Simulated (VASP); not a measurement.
These are PBE GGA with D4 dispersion, VASP's PBE PAW potentials (set 64) (plane waves; VASP) values and carry that method's errors.

VASP ran on this input.

**KPOINTS**
```
Automatic mesh
0
Gamma
19 19 19
0 0 0
```

**POSCAR**
```
V
1
   -1.4878599401     1.4878599401     1.4878599401
    1.4878599401    -1.4878599401     1.4878599401
    1.4878599401     1.4878599401    -1.4878599401
V
1
Direct
  0.0000000000   0.0000000000   0.0000000000
```

### INCAR
```
ALGO = Normal
EDIFF = 1E-7
ENCUT = 520
GGA = PE
ISIF = 2
ISMEAR = -5
IVDW = 13
LASPH = .TRUE.
LCHARG = .TRUE.
LMAXMIX = 4
LORBIT = 11
LREAL = .FALSE.
LWAVE = .FALSE.
NEDOS = 601
NELM = 100
PREC = Accurate
SYSTEM = V
```

POTCAR, in this order: V_sv (PBE.64 set). Program: vasp_std.

Q: What will the output report for the number of irreducible k-points (NKPTS), largest plane-wave count, number of space-group operations, FFT grid (NGX, NGY, NGZ)?

A: 
```
Property                                       Value
--------------------------------------  ------------
number of irreducible k-points (NKPTS)           220
largest plane-wave count                         370
number of space-group operations                  48
FFT grid (NGX, NGY, NGZ)                20 × 20 × 20
```

The compound is V in the bcc structure. It was relaxed first, which changed the volume by -5 %. The run is not spin-polarised, so no magnetic state was tried.
